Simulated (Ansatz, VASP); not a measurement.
**Ru (Ruthenium): VASP beside Ansatz**

Aim: how closely do two programs agree when they are given the same cell, functional and k mesh? The cell is taken from a series of runs on this material, whose earlier steps may have relaxed, scaled, displaced or heated it; both programs get it as it stands.

Calculated with Ansatz 0.2.0; plane waves, with VASP 6.6.1 beside it; zone-centre phonons at LDA.

## Step 1: The starting structure

The structure is hexagonal, space group P6_3/mmc (No. 194). The conventional cell has a = 2.653 Å, b = 2.653 Å, c = 4.393 Å, α = 90.00°, β = 90.00°, γ = 120.00°. Ru has 12 Ru at 2.65 to 2.68 Å nearest.

## Step 2: Ansatz: zone-centre phonons, LDA

Ansatz runs on its PAW soft_1 files.

Second derivatives magnify differences that forces hide, and they need a tight electronic threshold.

The input, input.yaml:

```yaml
crystal:
  lattice:
    - [2.6528145183, 0.0, 0.0]
    - [-1.3264072592, 2.2974047644, 0.0]
    - [0.0, 0.0, 4.3929077537]
  atoms:
    - { symbol: Ru, position: [0.3333333375, 0.6666666625, 0.25] }
    - { symbol: Ru, position: [0.6666666625, 0.3333333375, 0.75] }
kpoints:
  mp_grid: { grid: [18, 18, 12] }
hamiltonian:
  xc: lda
  pseudopotentials: { kind: paw, azcp: { folder: soft_1 }, xc_functional: pbe }
scf:
  occupations: { method: methfessel_paxton, width: 0.2 }
output:
  eigenvalues: true
phonons:
  method: dfpt
```

Launch:

```bash
$ ansatz run input.yaml --threads 4 --pin off --max-ram 10240MiB --backend cpu --events-out ev --progress --plain --runs-dir out
```

Numbers of over 12 decimals in the logs are rounded to 6 here.

What it wrote:

```text
zone centre: on kpoints.mp_grid the ground state, and the responses unless they are solved on pairs of k-points, stand on 637 of the mesh's 3888 k-points, reduced under 4 symmetry operations, with k and −k counted as one. Each operation leaves every solved displacement unchanged or reverses it
Engine: ansatz 0.2.0, aarch64-unknown-linux-gnu
Pseudopotentials: kind: paw
Pseudopotential: Ru, paw, valence charge 16, recommended cutoff 420 eV (normal), soft_1/Ru.paw.azcp
Functional definition: SPW92
  exchange = slater_x
  correlation = pw_c
Crystal: 2 atoms, lattice volume = 26.773 Å³
Basis set: ecut = 420 eV, 549 PW (Γ), exchange–correlation on 36×36×60 points (8 copies of the dense FFT grid, shifted against one another)
Bands: 20, of which v1, the nominal top of the filled ones, is band 16 counted from 1 (15 counted from 0)
Symmetry: 24 space group operations
k-points: 637 of 3888 (irreducible under 4 space group operations, time reversal used)
Non-local potential: Ru, projectors of the file, l = 0: 3, l = 1: 2, l = 2: 2, l = 3: 1
PAW form: soft (Blöchl's): semilocal exchange-correlation on the pseudo side does not see the compensation charge
PAW frozen core: Ru, regenerated for the run's functional, and the local potential with it (the file was generated under x = pbe(κ = 0.804, μ = 0.219515), c = pbe(β = 0.066725))
PAW one-centre angular grid: Ru, 590 points (default); XC on 64 Gauss nodes
Initial density: superposition of atomic densities (chi_scale 0.1, normalization cell)
Initial wavefunctions: pseudopotential atomic-orbital guess
Functional: x = slater, c = lda
SCF iter   1: F=—  HF=-11518.103779 eV  |F-HF|=—  |Δ(HF+E_count)|=         —  Δρ=1.31e-1  dr2=4.36e0  ethr=3.10e-3  ⟨swp⟩=5.0  Hψ=111895  notcnv=0  defer=68
automatic band count: the SCF goes on with 24 bands, as 20 were too few: they end inside the smearing window of the response
preconditioner: auto → none  [metal: Δε(μ)=0.011 eV  Ē_g=11.665 eV  σ=0.200 eV  W_gap=0.05  n_scr=8 (ndim 8)  ℏωp=28.7 eV  f_vac=0.000  D(μ)=1.51/eV (n_scr^D=22)  sad-step TF]
SCF iter   2: F=—  HF=-11517.058494 eV  |F-HF|=—  |Δ(HF+E_count)|=    1.05e0  S|Δr|=    0.00e0  Δρ=7.35e-2  dr2=1.37e0  ethr=3.10e-3  ⟨swp⟩=2.7  Hψ=29435  notcnv=0  defer=1705
SCF iter   3: F=—  HF=-11516.586910 eV  |F-HF|=—  |Δ(HF+E_count)|=   4.72e-1  S|Δr|=    0.00e0  Δρ=3.77e-3  dr2=2.16e-3  ethr=3.10e-3  ⟨swp⟩=2.0  Hψ=21925  notcnv=0  defer=1705
SCF iter   4: F=—  HF=-11516.587945 eV  |F-HF|=—  |Δ(HF+E_count)|=   1.03e-3  S|Δr|=    0.00e0  Δρ=4.75e-4  dr2=3.85e-5  ethr=6.76e-6  ⟨swp⟩=2.6  Hψ=29988  notcnv=0  defer=1591
SCF iter   5: F=—  HF=-11516.587949 eV  |F-HF|=—  |Δ(HF+E_count)|=   4.23e-6  S|Δr|=    0.00e0  Δρ=4.07e-5  dr2=2.46e-7  ethr=1.20e-7  ⟨swp⟩=2.3  Hψ=20827  notcnv=0  defer=1591
SCF iter   6: F=—  HF=-11516.587949 eV  |F-HF|=—  |Δ(HF+E_count)|=   1.67e-7  S|Δr|=    0.00e0  Δρ=1.37e-5  dr2=2.80e-8  ethr=7.68e-10  ⟨swp⟩=2.1  Hψ=22963  notcnv=0  defer=1591
SCF iter   7: F=—  HF=-11516.587949 eV  |F-HF|=—  |Δ(HF+E_count)|=   1.23e-8  S|Δr|=    0.00e0  Δρ=1.52e-6  dr2=2.96e-10  ethr=8.75e-11  ⟨swp⟩=2.8  Hψ=24736  notcnv=0  defer=1591
SCF iter   8: F=-11516.587949 eV  HF=-11516.587949 eV  |F-HF|=1.82e-12  |Δ(HF+E_count)|=  1.27e-10  S|Δr|=    0.00e0  Δρ=1.27e-7  dr2=2.51e-12  ethr=1.00e-12  ⟨swp⟩=10.4  Hψ=78652  notcnv=0
SCF 1 converged in 8 iterations: F = -11516.587949 eV  dr2 = 2.51e-12
  greatest PAW one-centre occupation: 1.000 electrons in one spin orbital (limit 2), on the Ru atom at site 1 (counted from 0), in its partial waves of l = 0
DFPT response loops at Γ: preconditioner auto → Kerker (q_TF=auto, 2.811 Å⁻¹) (partly filled bands, converged f_vac=0.000); β = 1.00, the filter's whole step (`scf.mixing.beta` (0.50) is not read by the response loops under this deck's `scf.mixing.preconditioner`; to damp them name `kerker` or `kerker_dos`, under which they read `scf.mixing.beta`, and type it under 1.00, their step now; both keys bind the ground state too); Broyden in place of MSR1
SCF converged after 8 iterations
Stability not checked: this state was not tested for a lower state beside it, because cold or Methfessel-Paxton smearing, or corrected tetrahedra, fill the levels in a way that the test cannot read (fill_not_monotonic; see scf.lower_state_search)
Free energy (F): -11516.587949 eV
Harris-Foulkes:  -11516.587949 eV  (|F-HF|=1.82e-12)
Internal energy: -11516.588739 eV  (E = F + TS)
E sigma→0 (E₀):  -11516.588147 eV
Entropy (-TS):   0.000790 eV (0.395 meV/atom)
Fermi energy:    23.417612 eV
Step filling:    the computed levels leave a gap of 0.0000 eV = 0.0 smearing widths at the electron count; against every level under it full and every level over it empty, smearing changes F+E_penalty+E_count by +0.764 meV and its σ→0 estimate by +0.566 meV
--- Per-component energies (eV) ---
  E_band       = -109.090112
  E_kinetic    = 921.634723
  E_local      = -2519.096876  (includes V_loc(G=0)·N_el)
  E_nonlocal   = 835.905479
  E_hartree    = 830.264905
  E_xc         = -338.994138
  E_vxc        = -430.226326  (∫ρ·V_xc dr)
  E_paw        = -6763.614879  (= ΣΔE_a)
  E_vpaw       = -577.838068  (= ΣTr[D̂ρ^β])
  E_aug_tail   = 0.001073  (compensation charges beyond the density's cutoff)
  E_ewald      = -4483.832395
  E_core_change = 1.143369  (= ΣΔE_core)
  E_smearing   = 0.000790  (= −TS)
  E_closure    = -0.000000  (closes the sum)
  Σ components = -11516.587949   (vs F -11516.587949, Δ=0.00e0)
--- Band table (eV; the first three rows and the last of 637) ---
  k-point 0: bands = [... 12 lower, 20.7904, 21.3858, 21.3858, 22.3502, 22.3502, 24.1972, 24.6546, 24.6546, ... 4 higher]
  k-point 1: bands = [... 12 lower, 20.7630, 21.3510, 21.3510, 22.4316, 22.4316, 23.9480, 24.6504, 24.6504, ... 4 higher]
  k-point 2: bands = [... 12 lower, 20.7029, 21.2552, 21.2552, 22.6500, 22.6500, 23.3042, 24.6283, 24.6283, ... 4 higher]
  k-point 636: bands = [... 12 lower, 20.7333, 20.7333, 22.0780, 22.0780, 25.1312, 25.1312, 28.6720, 28.6720, ... 4 higher]
--- Phonons (Γ-DFPT): 2 representative perturbations + reference, on 637 of 3888 k-points (Σ response iterations 6) ---
  k mesh reduced under 4 symmetry operations, with k and −k counted as one. Each operation leaves every solved displacement unchanged or reverses it
  ASR residual: 7.507e-5 → 0.000e0 eV/Å²; symmetrization residual: 7.303e-10 eV/Å²
  ASR residual per site (eV/Å²): 7.51e-5 7.51e-5
  Γ frequencies (cm⁻¹): 0.00 0.00 0.00 191.38 191.38 219.64
  non-analytic LO–TO correction: not included (Born effective charges unavailable; polar crystals: no LO–TO splitting at Γ)
```

## Step 3: VASP: zone-centre phonons, LDA

The same cell, functional (in two slightly different forms), mesh and smearing now go to VASP, with its own data sets.

Lines of VASP's logs that name or quote its potential files are left out, and so is its time.

The input, INCAR:

```
SYSTEM = Ru
PREC = Accurate
ENCUT = 500
EDIFF = 1E-08
NELM = 120
ISMEAR = 1
SIGMA = 0.2
LREAL = .FALSE.
ALGO = Normal
GGA = CA
NBANDS = 20
LASPH = .TRUE.
LORBIT = 11
LWAVE = .FALSE.
LCHARG = .FALSE.
ISIF = 2
IBRION = 8
GGA_COMPAT = .FALSE.
KPAR = 2
```

The input, POSCAR:

```
Ru
1.0
    2.6528145183      0.0000000000      0.0000000000
   -1.3264072592      2.2974047644      0.0000000000
    0.0000000000      0.0000000000      4.3929077537
Ru
2
Direct
    0.3333333375      0.6666666625      0.2500000000
    0.6666666625      0.3333333375      0.7500000000
```

The input, KPOINTS:

```
Automatic mesh
0
Gamma
18 18 12
0 0 0
```

The projector-augmented-wave data sets are Ru_pv (LDA family, release 64).

Launch:

```bash
$ mpirun -np 2 vasp_std
```

What it wrote:

```text
[banner, memory and clock lines left out]
running    2 mpi-ranks, on    1 nodes
 distrk:  each k-point on    1 cores,    2 groups
 distr:  one band on    1 cores,    1 groups

 POSCAR found type information on POSCAR Ru
 POSCAR found :  1 types and       2 ions
 LDA part: xc-table for (Slater(with rela. corr.)+CA(PZ))
 , standard interpolation
 POSCAR, INCAR and KPOINTS ok, starting setup
 FFT: planning ... GRIDC
 FFT: planning ... GRID_SOFT
 FFT: planning ... GRID
 WAVECAR not read
 entering main loop
       N       E                     dE             d eps       ncg     rms          rms(c)
DAV:   1     0.280279598511E+03    0.28028E+03   -0.17276E+04 10376   0.152E+03
DAV:   2    -0.168110718350E+02   -0.29709E+03   -0.28886E+03 10656   0.456E+02
DAV:   3    -0.227444316392E+02   -0.59334E+01   -0.58827E+01 11832   0.720E+01
DAV:   4    -0.227914091071E+02   -0.46977E-01   -0.46928E-01 13380   0.603E+00
DAV:   5    -0.227920503496E+02   -0.64124E-03   -0.63976E-03 11700   0.606E-01    0.191E+01
DAV:   6    -0.214128740222E+02    0.13792E+01   -0.32813E+00 11844   0.179E+01    0.503E+00
DAV:   7    -0.213293071651E+02    0.83567E-01   -0.48715E-01 11852   0.498E+00    0.110E+00
DAV:   8    -0.213192575439E+02    0.10050E-01   -0.23722E-02 11496   0.130E+00    0.316E-01
DAV:   9    -0.213185467899E+02    0.71075E-03   -0.12032E-03 11976   0.388E-01    0.300E-02
DAV:  10    -0.213185655333E+02   -0.18743E-04   -0.10031E-04 11528   0.102E-01    0.233E-02
DAV:  11    -0.213185631764E+02    0.23569E-05   -0.17512E-05 11744   0.402E-02    0.130E-03
DAV:  12    -0.213185631714E+02    0.49708E-08   -0.14230E-07 11944   0.358E-03    0.115E-03
DAV:  13    -0.213185631764E+02   -0.49718E-08   -0.45534E-09  7672   0.655E-04
   1 F= -.21318563E+02 E0= -.21318803E+02  d E =0.718341E-03
 Linear response reoptimize wavefunctions to high precision
DAV:   1    -0.213185631802E+02   -0.37749E-08   -0.39023E-10  7076   0.202E-04
DAV:   2    -0.213185631802E+02    0.22737E-11   -0.30595E-11  7000   0.578E-05
 Linear response DOF=           2
 Linear response progress:
  Degree of freedom:   1/  2
       N       E                     dE             d eps       ncg     rms          rms(c)
RMM:   1    -0.502891164256E+00   -0.50289E+00    0.32934E+00 46379   0.592E+01
RMM:   2    -0.604166275896E+00   -0.10128E+00   -0.11643E-01 63664   0.287E+00    0.142E-01
RMM:   3    -0.602944701871E+00    0.12216E-02   -0.34980E-03 73024   0.485E-01    0.636E-02
RMM:   4    -0.601686559863E+00    0.12581E-02   -0.45622E-04 72672   0.170E-01    0.236E-02
RMM:   5    -0.601514565012E+00    0.17199E-03   -0.77876E-05 88590   0.430E-02    0.990E-03
RMM:   6    -0.601427673373E+00    0.86892E-04   -0.78772E-05 79208   0.132E-02    0.632E-03
RMM:   7    -0.601421271414E+00    0.64020E-05   -0.52952E-05 78448   0.763E-03    0.754E-04
RMM:   8    -0.601440256896E+00   -0.18985E-04   -0.34984E-05 96538   0.264E-03    0.364E-04
RMM:   9    -0.601449759873E+00   -0.95030E-05   -0.17058E-05 85225   0.120E-03    0.604E-05
RMM:  10    -0.601449635212E+00    0.12466E-06   -0.10079E-05 98569   0.684E-04    0.217E-05
RMM:  11    -0.601450142520E+00   -0.50731E-06   -0.54851E-06 88512   0.453E-04    0.780E-06
RMM:  12    -0.601450130991E+00    0.11529E-07   -0.35061E-06100527   0.346E-04    0.380E-06
RMM:  13    -0.601450104553E+00    0.26438E-07   -0.23316E-06102924   0.291E-04    0.158E-06
RMM:  14    -0.601450142745E+00   -0.38191E-07   -0.16594E-06100043   0.263E-04    0.764E-07
[...]
RMM:  19    -0.601450202719E+00   -0.11791E-07   -0.56754E-07 99387   0.225E-04    0.145E-07
RMM:  20    -0.601450200109E+00    0.26100E-08   -0.52373E-07 95342   0.224E-04    0.161E-07
RMM:  21    -0.601450200134E+00   -0.25009E-10   -0.45281E-07 94354   0.224E-04    0.183E-07
RMM:  22    -0.601450193354E+00    0.67799E-08   -0.44126E-07 98682   0.223E-04    0.625E-07
RMM:  23    -0.601450196803E+00   -0.34492E-08   -0.38860E-07 95014   0.223E-04    0.457E-07
RMM:  24    -0.601450197861E+00   -0.10575E-08   -0.39461E-07 94338   0.223E-04    0.514E-07
RMM:  25    -0.601450197534E+00    0.32711E-09   -0.35673E-07 94210   0.223E-04    0.506E-07
RMM:  26    -0.601450199093E+00   -0.15592E-08   -0.36851E-07 94211   0.223E-04    0.517E-07
 first order change of Fermi-energy  -0.50123E-05
 force on displaced ion       1 direction 1 :  -6.821   0.001   0.000
 Linear response progress:
  Degree of freedom:   2/  2
       N       E                     dE             d eps       ncg     rms          rms(c)
RMM:   1    -0.628267150816E+00   -0.62827E+00    0.38918E+00 15993   0.601E+01
RMM:   2    -0.741866591120E+00   -0.11360E+00   -0.13316E-01 22067   0.302E+00    0.137E-01
RMM:   3    -0.742053436291E+00   -0.18685E-03   -0.36670E-03 25357   0.464E-01    0.690E-02
RMM:   4    -0.741323043339E+00    0.73039E-03   -0.49369E-04 24597   0.161E-01    0.248E-02
RMM:   5    -0.741239026545E+00    0.84017E-04    0.13997E-05 28886   0.534E-02    0.202E-02
RMM:   6    -0.741151540782E+00    0.87486E-04    0.85467E-06 26516   0.210E-02    0.928E-03
RMM:   7    -0.741093437224E+00    0.58104E-04   -0.30801E-05 28303   0.929E-03    0.280E-03
RMM:   8    -0.741082233516E+00    0.11204E-04   -0.23421E-05 28838   0.348E-03    0.634E-04
RMM:   9    -0.741085963356E+00   -0.37298E-05   -0.15135E-05 29918   0.155E-03    0.116E-04
RMM:  10    -0.741087081159E+00   -0.11178E-05   -0.98459E-06 30580   0.799E-04    0.323E-05
RMM:  11    -0.741087625962E+00   -0.54480E-06   -0.88379E-06 31015   0.495E-04    0.108E-05
RMM:  12    -0.741087448979E+00    0.17698E-06   -0.47424E-06 30819   0.389E-04    0.327E-06
RMM:  13    -0.741087351438E+00    0.97541E-07   -0.35920E-06 34583   0.323E-04    0.189E-06
RMM:  14    -0.741087200080E+00    0.15136E-06   -0.19330E-06 33627   0.289E-04    0.747E-07
RMM:  15    -0.741087193979E+00    0.61010E-08   -0.17284E-06 33758   0.269E-04    0.116E-06
RMM:  16    -0.741087180055E+00    0.13924E-07   -0.12964E-06 32684   0.259E-04    0.252E-07
RMM:  17    -0.741087219863E+00   -0.39808E-07   -0.15673E-06 32476   0.250E-04    0.441E-07
RMM:  18    -0.741087191329E+00    0.28534E-07   -0.12672E-06 28968   0.245E-04    0.479E-07
RMM:  19    -0.741087175101E+00    0.16228E-07   -0.10580E-06 30167   0.242E-04    0.551E-07
RMM:  20    -0.741087153471E+00    0.21630E-07   -0.82503E-07 28363   0.240E-04    0.640E-07
RMM:  21    -0.741087154817E+00   -0.13458E-08   -0.82302E-07 30386   0.239E-04    0.591E-07
RMM:  22    -0.741087155107E+00   -0.28980E-09   -0.84588E-07 28281   0.238E-04    0.624E-07
 first order change of Fermi-energy   0.66978E-04
 force on displaced ion       1 direction 3 :  -0.000   0.000  -9.163
 Linear response finished
```

(Part 1 of 2 ends here.)

[Lines on the potential files, build, host, timing and source positions are cut from VASP's logs without a mark.]

[Logs are printed without paths, hosts, clocks, repeated set-up lines and the standing remarks that a program may print on its own settings, such as how far it seeks lower states.]

[Hosts, paths, dates, database ids (printed as entryN), source tags and the programs' standing remarks are cut or masked in the printed files.]
